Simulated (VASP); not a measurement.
A convergence study with VASP on Cu (space group Fm-3m): one setting is varied, all else stays as given below, so the limit is that of these other settings.

```
CELL_PARAMETERS angstrom
      0.00000     1.81042     1.81042
      1.81042     0.00000     1.81042
      1.81042     1.81042     0.00000
ATOMIC_POSITIONS crystal
  Cu 0.00000 0.00000 0.00000
```

Method: PBE GGA, VASP's PBE PAW potentials (set 64) (plane waves; VASP). The tightest run used: 720 eV cut-off, 16×16×16 Γ-centred mesh, Gaussian smearing of 0.10 eV, potentials Cu.

```
setting      E (eV/atom)  pressure (GPa)  plane waves
-----------  -----------  --------------  -----------
ENCUT = 105     227.5024       -10478.92           34
ENCUT = 120     117.9502        -6989.38           43
ENCUT = 135      53.9146        -3890.17           55
ENCUT = 150      21.9388        -2115.10           59
ENCUT = 165       7.7012        -1162.74           64
ENCUT = 180       1.3993         -649.64           72
ENCUT = 210      -2.5841         -209.88           92
ENCUT = 240      -3.5156          -60.37          113
```

### Question
These are the cheaper rows. Estimate the results at ENCUT = 720, and how far the last row shown lies from them.

### Answer

```csv
quantity,tightest run,last row shown is off by
E (eV/atom),-3.7271,0.2116
pressure (GPa),1.67,-62.04
```

Left out are rungs that failed or repeat a setting and relaxations that didn't move; long series are thinned to 24 rows.

The structure is a typed Cu crystal (space group no. 225). The cell was not relaxed at this level.
